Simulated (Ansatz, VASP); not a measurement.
## TePtS (1T-PtSTe monolayer): VASP beside Ansatz

Wanted: the spread between two codes on one cell, functional and k mesh. The cell is taken from a series of runs on this material, whose earlier steps may have relaxed, scaled, displaced or heated it; both programs get it as it stands.

Method: plane waves, with VASP 6.6.1 beside it; single point at PBEsol with D3(BJ) and single point at PBE, spin-orbit coupling, in Ansatz 0.2.0.

## (1) Starting point

The cell holds 3 atoms: 1 Te, 1 Pt and 1 S. Cell: a = 3.720 Å, b = 3.720 Å, c = 20.643 Å, α = 90.0°, β = 90.0°, γ = 120.0°. Vacuum lies along c.

## (2) Ansatz: single point, PBEsol with D3(BJ)

Ansatz runs on its default PAW (the set named soft_2) files.

With cell and atoms fixed, the geometry can't cause a difference; cores, projectors, grids and the points listed under the comparison can.

File input.yaml:

```yaml
crystal:
  lattice:
    - [3.719822418, 0.0, 0.0]
    - [-1.859911209, 3.2214607116, 0.0]
    - [0.0, 0.0, 20.6427210959]
  atoms:
    - { symbol: Te, position: [0.6666666667, 0.3333333333, 0.4359890326] }
    - { symbol: Pt, position: [0.0, 0.0, 0.5065085242] }
    - { symbol: S, position: [0.3333333333, 0.6666666667, 0.5640109674] }
kpoints:
  mp_grid: { grid: [12, 12, 1] }
  band_path:
    path: [[0, 0, 0], [0.5, 0, 0], [0.33333333, 0.33333333, 0], [0, 0, 0]]
    npoints: 16
hamiltonian:
  xc: pbesol
  dispersion: d3bj
scf:
  occupations: { method: fermi_dirac, width: 0.02585 }
  convergence: { dr2_threshold: 1.0e-10 }
efield:
  axis: 3
  dipole_correction: true
  ramp_position: 0.97
  ramp_width: 0.06
  amplitude: 0
output:
  dos: { projected: true, e_range: [-6, 5] }
  bader: true
  write_potential: true
  write_density: true
  volumetric_format: npy
  elf: true
```

On the command line:

```
$ ansatz run input.yaml --threads 2 --pin off --max-ram 3072MiB --backend cpu --events-out ev --progress --plain --runs-dir out
```

Numbers of over 12 decimals in the logs are rounded to 6 here.

What it wrote:

```text
Engine: ansatz 0.2.0, aarch64-unknown-linux-gnu
Pseudopotentials: kind: paw
Pseudopotential: Te, paw, valence charge 16, recommended cutoff 420 eV (normal), Te.paw.azcp
Pseudopotential: Pt, paw, valence charge 18, recommended cutoff 420 eV (normal), Pt.paw.azcp
Pseudopotential: S, paw, valence charge 6, recommended cutoff 420 eV (normal), S.paw.azcp
Functional definition: PBEsol
  exchange = pbesol_x
  correlation = pbesol_c
Crystal: 3 atoms, lattice volume = 247.367 Å³
Basis set: ecut = 420 eV, 4893 PW (Γ)
Bands: 24, of which v1, the nominal top of the filled ones, is band 20 counted from 1 (19 counted from 0)
Symmetry: 6 space group operations
Space group: P3m1 (ITA 156), of the structure as read, at distance tolerance 6.3e-5 Å
k-points: 19 of 144 (time reversal used)
Non-local potential: Te, projectors of the file, l = 0: 2, l = 1: 2, l = 2: 2, l = 3: 2
Non-local potential: Pt, projectors of the file, l = 0: 3, l = 1: 2, l = 2: 2, l = 3: 1
Non-local potential: S, projectors of the file, l = 0: 2, l = 1: 2, l = 2: 2
PAW form: soft (Blöchl's): semilocal exchange-correlation on the pseudo side does not see the compensation charge
PAW frozen core: Te, regenerated for the run's functional, and the local potential with it (the file was generated under x = pbe(κ = 0.804, μ = 0.219515), c = pbe(β = 0.066725))
PAW frozen core: Pt, regenerated for the run's functional, and the local potential with it (the file was generated under x = pbe(κ = 0.804, μ = 0.219515), c = pbe(β = 0.066725))
PAW frozen core: S, regenerated for the run's functional, and the local potential with it (the file was generated under x = pbe(κ = 0.804, μ = 0.219515), c = pbe(β = 0.066725))
PAW one-centre angular grid: Te, 590 points (default); XC on 64 Gauss nodes
PAW one-centre angular grid: Pt, 590 points (default); XC on 64 Gauss nodes
PAW one-centre angular grid: S, 110 points (default); XC on 64 Gauss nodes
Initial density: superposition of atomic densities (neutral atoms: chi_scale 0, normalization atom), corrected by the library's trained network
Initial wavefunctions: pseudopotential atomic-orbital guess
Functional: x = pbesol(κ = 0.804, μ = 0.123457), c = pbesol(β = 0.046)
SCF iter   1: F=—  HF=-20171.776258 eV  |F-HF|=—  |Δ(HF+E_count)|=         —  Δρ=2.89e-3  dr2=4.92e-2  ethr=1.77e-3  p=-0.099 e·Å  D=-7.27e-2 V/Å  ΔV_dip=1.50 eV  dr2_dipole=6.22e-3  V_vac-E_F(+/−)=5.88/4.38 eV  ⟨swp⟩=10.4  Hψ=2763  notcnv=0
efield: sawtooth ramp at fractional position 0.9700 (set: `efield.ramp_position`, or a place that a band, a saddle search or an elastic batch's reference lends), width 0.0600; the density the first Hamiltonian is built on has a dipole p = -0.099 e·Å; the dipole correction subtracts the counter field D = -7.27e-2 V/Å, which shifts the + side's vacuum level by +1.50 eV against the − side's; the planar-averaged density in the ramp window peaks in size at 7.4e-6 e/Å³
preconditioner: auto → Resta (q_TF=auto, 2.014 Å⁻¹)  ε∞=2.7  [insulator: Δε(μ)=0.820 eV  Ē_g=8.474 eV  σ=0.026 eV  W_gap=1.00  n_scr=30 (ndim 8)  ℏωp=11.1 eV  f_vac=0.697  D(μ)=0.00/eV (n_scr^D=0)  ε∞_Penn≈2.7  vacuum switching on, ρ_ref=5.2e-3 e/Å³]
SCF iter   2: F=—  HF=-20171.781349 eV  |F-HF|=—  |Δ(HF+E_count)|=   5.09e-3  Δρ=2.15e-3  dr2=1.15e-1  ethr=1.23e-4  p=-0.076 e·Å  D=-5.58e-2 V/Å  ΔV_dip=1.15 eV  dr2_dipole=2.64e-2  V_vac-E_F(+/−)=5.72/4.57 eV  ⟨swp⟩=3.4  Hψ=900  notcnv=0
SCF iter   3: F=—  HF=-20171.770428 eV  |F-HF|=—  |Δ(HF+E_count)|=   1.09e-2  Δρ=8.96e-4  dr2=4.05e-3  ethr=1.23e-4  p=-0.099 e·Å  D=-7.23e-2 V/Å  ΔV_dip=1.49 eV  dr2_dipole=5.40e-4  V_vac-E_F(+/−)=5.85/4.36 eV  ⟨swp⟩=3.1  Hψ=662  notcnv=0
SCF iter   4: F=—  HF=-20171.770309 eV  |F-HF|=—  |Δ(HF+E_count)|=   1.19e-4  Δρ=2.85e-4  dr2=5.08e-4  ethr=1.01e-5  p=-0.098 e·Å  D=-7.18e-2 V/Å  ΔV_dip=1.48 eV  dr2_dipole=6.74e-5  V_vac-E_F(+/−)=5.82/4.34 eV  ⟨swp⟩=2.5  Hψ=673  notcnv=0
SCF iter   5: F=—  HF=-20171.770295 eV  |F-HF|=—  |Δ(HF+E_count)|=   1.40e-5  Δρ=1.47e-4  dr2=1.00e-4  ethr=1.27e-6  p=-0.098 e·Å  D=-7.13e-2 V/Å  ΔV_dip=1.47 eV  dr2_dipole=4.80e-6  V_vac-E_F(+/−)=5.82/4.34 eV  ⟨swp⟩=2.0  Hψ=654  notcnv=0
SCF iter   6: F=—  HF=-20171.770301 eV  |F-HF|=—  |Δ(HF+E_count)|=   5.60e-6  Δρ=4.28e-5  dr2=2.05e-5  ethr=2.51e-7  p=-0.097 e·Å  D=-7.10e-2 V/Å  ΔV_dip=1.47 eV  dr2_dipole=3.45e-6  V_vac-E_F(+/−)=5.81/4.34 eV  ⟨swp⟩=2.1  Hψ=631  notcnv=0
SCF iter   7: F=—  HF=-20171.770309 eV  |F-HF|=—  |Δ(HF+E_count)|=   8.13e-6  Δρ=1.98e-5  dr2=5.93e-6  ethr=5.12e-8  p=-0.097 e·Å  D=-7.13e-2 V/Å  ΔV_dip=1.47 eV  dr2_dipole=1.14e-6  V_vac-E_F(+/−)=5.81/4.33 eV  ⟨swp⟩=2.1  Hψ=626  notcnv=0
SCF iter   8: F=—  HF=-20171.770299 eV  |F-HF|=—  |Δ(HF+E_count)|=   9.59e-6  Δρ=1.00e-5  dr2=1.34e-6  ethr=1.48e-8  p=-0.097 e·Å  D=-7.12e-2 V/Å  ΔV_dip=1.47 eV  dr2_dipole=2.34e-7  V_vac-E_F(+/−)=5.80/4.33 eV  ⟨swp⟩=1.1  Hψ=465  notcnv=0
SCF iter   9: F=—  HF=-20171.770383 eV  |F-HF|=—  |Δ(HF+E_count)|=   8.43e-5  Δρ=1.45e-6  dr2=2.50e-8  ethr=3.35e-9  p=-0.097 e·Å  D=-7.12e-2 V/Å  ΔV_dip=1.47 eV  dr2_dipole=4.29e-9  V_vac-E_F(+/−)=5.80/4.34 eV  ⟨swp⟩=2.3  Hψ=621  notcnv=0
SCF iter  10: F=—  HF=-20171.770383 eV  |F-HF|=—  |Δ(HF+E_count)|=   2.49e-9  Δρ=4.64e-7  dr2=4.73e-10  ethr=6.25e-11  p=-0.097 e·Å  D=-7.12e-2 V/Å  ΔV_dip=1.47 eV  dr2_dipole=2.72e-12  V_vac-E_F(+/−)=5.80/4.34 eV  ⟨swp⟩=2.5  Hψ=738  notcnv=0
SCF iter  11: F=—  HF=-20171.770383 eV  |F-HF|=—  |Δ(HF+E_count)|=  8.00e-11  Δρ=1.89e-7  dr2=1.83e-10  ethr=1.00e-12  p=-0.097 e·Å  D=-7.12e-2 V/Å  ΔV_dip=1.47 eV  dr2_dipole=1.53e-11  V_vac-E_F(+/−)=5.80/4.34 eV  ⟨swp⟩=4.9  Hψ=1498  notcnv=0
SCF iter  12: F=-20171.770383 eV  HF=-20171.770383 eV  |F-HF|=1.09e-11  |Δ(HF+E_count)|=  4.00e-11  Δρ=5.24e-8  dr2=1.15e-11  ethr=1.00e-12  p=-0.097 e·Å  D=-7.12e-2 V/Å  ΔV_dip=1.47 eV  dr2_dipole=1.58e-12  V_vac-E_F(+/−)=5.80/4.34 eV  ⟨swp⟩=3.0  Hψ=1003  notcnv=0
SCF 1 converged in 12 iterations: F = -20171.770383 eV  dr2 = 1.15e-11
  greatest PAW one-centre occupation: 1.000 electrons in one spin orbital (limit 2), on the Pt atom at site 1 (counted from 0), in its partial waves of l = 0
NSCF: frozen V_eff on 49 k-points
efield: sawtooth ramp at fractional position 0.9700 (kept from the solve that this one continues, or follows in the run), width 0.0600; the density the first Hamiltonian is built on has a dipole p = -0.097 e·Å; the dipole correction subtracts the counter field D = -7.12e-2 V/Å, which shifts the + side's vacuum level by +1.47 eV against the − side's; the planar-averaged density in the ramp window peaks in size at 2.6e-6 e/Å³
WARN: The output density's exchange-correlation potential varies sharply where the density is thin. Do not read a vacuum level from v_tot or v_xc, or from such a field of the output density. On a cell that repeats whose density bears no net charge and no dipole along the vacuum's axis use v_es (v_loc + v_h of the components); under efield.dipole_correction with no amplitude use v_es + v_field, which holds any externa [...]
SCF converged after 12 iterations
Free energy (F): -20171.770383 eV
Harris-Foulkes:  -20171.770383 eV  (|F-HF|=1.09e-11)
Internal energy: -20171.770383 eV  (E = F + TS)
E sigma→0 (E₀):  -20171.770383 eV
Fermi energy:    -0.576842 eV
Dipole field:    D = -0.071168 V/Å  (p = -0.097289 e·Å, saw-weighted, corrected)
Work function:   Φ+ = 5.8041 eV   Φ− = 4.3350 eV
Levels:          The Fermi level and band energies are counted from a zero that moves with the ramp; work functions are not
--- Per-component energies (eV) ---
  E_band       = -1030.011118
  E_kinetic    = 926.237370
  E_local      = -31298.289046  (includes V_loc(G=0)·N_el)
  E_nonlocal   = -77.097810
  E_hartree    = 15295.491048
  E_xc         = -480.039708
  E_vxc        = -494.192227  (∫ρ·V_xc dr)
  E_paw        = -14485.430136  (= ΣΔE_a)
  E_vpaw       = -676.890234  (= ΣTr[D̂ρ^β])
  E_aug_tail   = -0.000003  (compensation charges beyond the density's cutoff)
  E_efield     = 0.003462  (sawtooth field / dipole correction)
  E_vefield    = -0.761347  (∫n·V_field dr)
  E_ewald      = 9947.383187
  E_disp       = -0.752493  (pairwise vdW)
  E_core_change = 0.723746  (= ΣΔE_core)
  E_smearing   = -0.000000  (= −TS)
  E_closure    = -0.000000  (closes the sum)
  Σ components = -20171.770383   (vs F -20171.770383, Δ=0.00e0)
--- Band table (eV; the first three rows and the last of 19) ---
  k-point 0: bands = [... 16 lower, -2.8845, -1.5380, -1.0211, -1.0211, 2.0206, 2.0206, 2.9255, 3.9452]
  k-point 1: bands = [... 16 lower, -2.9534, -1.6360, -1.0479, -1.0382, 1.4372, 1.8708, 3.1227, 4.1851]
  k-point 2: bands = [... 16 lower, -3.2420, -1.7805, -1.1627, -1.0422, 0.4928, 1.6037, 3.5434, 4.5590]
  k-point 18: bands = [... 16 lower, -4.2596, -3.2675, -2.5051, -2.0614, -0.1896, 1.1614, 4.1162, 5.9652]
--- Bader charges: 3 sites ---
  site symbol  charge [e]  shift [e]
     0     Te      0.3182     0.0017
     1     Pt     -0.0562     0.0058
     2      S     -0.2620     0.0041
  estimated error of the sums over rays = 5.1e-4 e
```

## (3) VASP: single point, PBEsol with D3(BJ)

The same cell, functional, mesh and smearing now go to VASP, with its own data sets.

Lines of VASP's logs that name or quote its potential files are left out, and so is its time.

File INCAR:

```
SYSTEM = TePtS
PREC = Accurate
ENCUT = 400
EDIFF = 1E-06
NELM = 120
ISMEAR = -1
SIGMA = 0.02585
LREAL = .FALSE.
ALGO = Normal
GGA = PS
IVDW = 12
NBANDS = 17
LASPH = .TRUE.
LORBIT = 11
LWAVE = .FALSE.
LCHARG = .FALSE.
ISIF = 2
LDIPOL = .TRUE.
IDIPOL = 3
DIPOL = 0.5 0.5 0.502
LVHAR = .TRUE.
GGA_COMPAT = .FALSE.
EFERMI = MIDGAP
NELMDL = -8
KPAR = 2
```

File POSCAR:

```
TePtS
1.0
    3.7198224180      0.0000000000      0.0000000000
   -1.8599112090      3.2214607116      0.0000000000
    0.0000000000      0.0000000000     20.6427210959
Te Pt S
1 1 1
Direct
    0.6666666667      0.3333333333      0.4359890326
    0.0000000000      1.0000000000      0.5065085242
    0.3333333334      0.6666666666      0.5640109674
```

File KPOINTS:

```
Automatic mesh
0
Gamma
12 12 1
0 0 0
```

The projector-augmented-wave data sets are Te, Pt and S (PBE family, release 64).

On the command line:

```
$ mpirun -np 2 vasp_std
```

What it wrote:

```text
[banner, memory and clock lines left out]
running    2 mpi-ranks, on    1 nodes
 distrk:  each k-point on    1 cores,    2 groups
 distr:  one band on    1 cores,    1 groups

 POSCAR found type information on POSCAR TePtS
 POSCAR found :  3 types and       3 ions
|                                                                             |
|               ----> ADVICE to this user running VASP <----                  |
|                                                                             |
|     You enforced a specific xc type in the INCAR file but a different       |
|     [... a line on the potential file left out ...]
|     I HOPE YOU KNOW WHAT YOU ARE DOING!                                     |
|                                                                             |

 LDA part: xc-table for (Slater+PW92), standard interpolation
 POSCAR, INCAR and KPOINTS ok, starting setup
 FFT: planning ... GRIDC
 FFT: planning ... GRID_SOFT
 FFT: planning ... GRID
 WAVECAR not read
 entering main loop
       N       E                     dE             d eps       ncg     rms          rms(c)
DAV:   1     0.143932023436E+03    0.14393E+03   -0.66694E+03   646   0.780E+02
DAV:   2    -0.288132921714E+01   -0.14681E+03   -0.13998E+03   930   0.161E+02
DAV:   3    -0.164556381657E+02   -0.13574E+02   -0.13369E+02   796   0.594E+01
DAV:   4    -0.167331300661E+02   -0.27749E+00   -0.27727E+00   970   0.975E+00
DAV:   5    -0.167380636896E+02   -0.49336E-02   -0.49335E-02   934   0.113E+00
DAV:   6    -0.167381171776E+02   -0.53488E-04   -0.53488E-04   970   0.109E-01
DAV:   7    -0.167381182623E+02   -0.10847E-05   -0.10847E-05   967   0.131E-02
DAV:   8    -0.167381182743E+02   -0.12004E-07   -0.11928E-07   690   0.156E-03    0.150E+01
DAV:   9    -0.158545358987E+02    0.88358E+00   -0.52837E+00   891   0.209E+01    0.917E+00
DAV:  10    -0.157594810332E+02    0.95055E-01   -0.20675E+00   836   0.112E+01    0.352E+00
DAV:  11    -0.156730233766E+02    0.86458E-01   -0.36808E-01   884   0.438E+00    0.699E-01
DAV:  12    -0.156722853541E+02    0.73802E-03   -0.74142E-02   777   0.180E+00    0.432E-01
DAV:  13    -0.156712276312E+02    0.10577E-02   -0.92496E-03   869   0.527E-01    0.211E-01
DAV:  14    -0.156712810197E+02   -0.53388E-04   -0.91145E-04   967   0.211E-01    0.148E-01
[...]
DAV:  18    -0.156714020972E+02   -0.44300E-04   -0.24463E-05   760   0.264E-02    0.103E-02
DAV:  19    -0.156714130174E+02   -0.10920E-04   -0.14329E-06   711   0.608E-03    0.109E-02
DAV:  20    -0.156714212122E+02   -0.81948E-05   -0.49829E-07   615   0.426E-03    0.557E-03
DAV:  21    -0.156714400026E+02   -0.18790E-04   -0.17610E-06   569   0.633E-03    0.171E-03
DAV:  22    -0.156714442396E+02   -0.42370E-05   -0.23484E-07   679   0.224E-03    0.180E-03
DAV:  23    -0.156714468449E+02   -0.26053E-05   -0.78318E-08   596   0.117E-03    0.588E-04
DAV:  24    -0.156714493492E+02   -0.25043E-05   -0.13700E-07   597   0.966E-04    0.431E-04
DAV:  25    -0.156714499464E+02   -0.59719E-06   -0.13921E-08   672   0.599E-04
   1 F= -.16423850E+02 E0= -.16423850E+02  d E =-.828598E-08
```

From OUTCAR (step 3):

```text
ion  position               nearest neighbor table
   1  0.667  0.333  0.436-   2 2.59   2 2.59   2 2.59
   2  0.000  0.000  0.507-   3 2.45   3 2.45   3 2.45   1 2.59   1 2.59   1 2.59
   3  0.333  0.667  0.564-   2 2.45   2 2.45   2 2.45

  LATTYP: Found a hexagonal cell.
 ALAT       =     3.7198224180
 C/A-ratio  =     5.5493834856

 Subroutine GETGRP returns: Found  6 space group operations
 (whereof  6 operations were pure point group operations)

The static configuration has the point symmetry C_3v.

 Found     19 irreducible k-points:

   k-points           NKPTS =     19   k-points in BZ     NKDIM =     19   number of bands    NBANDS=     17

   dimension x,y,z NGX =    24 NGY =   24 NGZ =  140
   dimension x,y,z NGXF=    48 NGYF=   48 NGZF=  280

   ENCUT  =  400.0 eV  29.40 Ry    5.42 a.u.   6.07  6.07 33.66*2*pi/ulx,y,z

   NELECT =      22.0000    total number of electrons

 k-points in reciprocal lattice and weights: Automatic mesh
   0.00000000  0.00000000  0.00000000       0.007
   0.08333333  0.00000000  0.00000000       0.042
   0.16666667  0.00000000  0.00000000       0.042
   0.25000000  0.00000000  0.00000000       0.042
   0.33333333  0.00000000  0.00000000       0.042
   0.41666667 -0.00000000  0.00000000       0.042
   0.50000000  0.00000000  0.00000000       0.021
   0.08333333  0.08333333  0.00000000       0.042
   0.16666667  0.08333333  0.00000000       0.083
[...]
0.33333333  0.25000000  0.00000000       0.083
   0.33333333  0.33333333  0.00000000       0.014

 dipolmoment           0.000000      0.000000      0.095564 electrons x Angstroem

 average (electrostatic) potential at core
       1 -96.4818       2 -76.3764       3 -93.5501

 E-fermi :  -1.7944

 k-point     1 :       0.0000    0.0000    0.0000
  band No.  band energies     occupation
    ...
      7      -5.4899      2.00000
      8      -4.0975      2.00000
      9      -2.7624      2.00000
     10      -2.2366      2.00000
     11      -2.2366      2.00000
     12       0.8081      0.00000
     13       0.8081      0.00000
     14       1.7119      0.00000
     15       2.7066      0.00000
     16       3.3664      0.00000
    ...

 k-point     2 :       0.0833    0.0000    0.0000
  band No.  band energies     occupation
    ...
      7      -5.5372      2.00000
      8      -4.1674      2.00000
      9      -2.8575      2.00000
     10      -2.2655      2.00000
     11      -2.2540      2.00000
     12       0.2230      0.00000
     13       0.6577      0.00000
     14       1.9081      0.00000
     15       2.9361      0.00000
     16       3.5804      0.00000
    ...

 k-point     3 :       0.1667    0.0000    0.0000
  band No.  band energies     occupation
    ...
      7      -5.6347      2.00000
      8      -4.4581      2.00000
      9      -2.9973      2.00000
     10      -2.3793      2.00000
     11      -2.2625      2.00000
     12      -0.7235      0.00000
     13       0.3898      0.00000
     14       2.3264      0.00000
     15       3.3165      0.00000
     16       3.6489      0.00000
    ...

 Edisp (eV)   -0.75240

  Total      -0.07255    -0.07255    -0.06094     0.00000    -0.00000    -0.00000
  in kB      -0.46992    -0.46992    -0.39471     0.00000    -0.00000    -0.00000
  external pressure =       -0.44 kB  Pullay stress =        0.00 kB

  energy-cutoff  :      400.00
  volume of cell :      247.37
      direct lattice vectors                 reciprocal lattice vectors
     3.719822418  0.000000000  0.000000000     0.268830037  0.155209094  0.000000000
    -1.859911209  3.221460712  0.000000000     0.000000000  0.310418189  0.000000000
     0.000000000  0.000000000 20.642721096     0.000000000  0.000000000  0.048443226

 POSITION                                       TOTAL-FORCE (eV/Angst)
 -----------------------------------------------------------------------------------
      1.85991      1.07382      9.00000        -0.000000     -0.000000      0.012780
      0.00000      0.00000     10.45571         0.000000     -0.000000      0.004684
      0.00000      2.14764     11.64272         0.000000      0.000000     -0.017464
 -----------------------------------------------------------------------------------
    total drift:                               -0.000001     -0.000000      0.000359

  FREE ENERGIE OF THE ION-ELECTRON SYSTEM (eV)
  ---------------------------------------------------
  free  energy   TOTEN  =       -16.4238500883 eV

  energy  without entropy=      -16.4238500800  energy(sigma->0) =      -16.42385008

 vacuum level on the upper side and lower side of the slab         3.993         2.548

 total charge
# of ion       s       p       d       tot
------------------------------------------
    1        1.385   1.945   0.069   3.399
    2        0.685   0.730   8.041   9.456
    3        1.354   2.233   0.000   3.586
--------------------------------------------------
tot          3.423   4.908   8.110  16.442

[... 3 further parts left out ...]
```

## (4) Differences

Known differences besides the potentials themselves: the data sets hold 40 valence electrons in Ansatz (on its default PAW (the set named soft_2) files) and 22 in VASP; the cutoff is 420 eV in Ansatz and 400 eV in VASP; Ansatz makes its cores anew for this functional, VASP keeps those of its PBE data sets. Total energies have different zeros and are not compared.

Compared:

| quantity | Ansatz | VASP | difference |
| --- | --- | --- | --- |
| gap on the k mesh (eV) | 0.831 | 0.831 | +0.001 |

A gap on the mesh is an upper bound, since the band edges may lie between its points; neither run holds spin-orbit coupling, which can move the band edges of a compound of Pt. With vacuum in the cell, a pressure given here is an average over mostly empty space and none of the material.

[end of part 1 of 2]

[Lines on the potential files, build, host, timing and source positions are cut from VASP's logs without a mark.]

[Logs are printed without paths, hosts, clocks, repeated set-up lines and the standing remarks that a program may print on its own settings, such as how far it seeks lower states.]

[Hosts, paths, dates, database ids (printed as entryN), source tags and the programs' standing remarks are cut or masked in the printed files.]
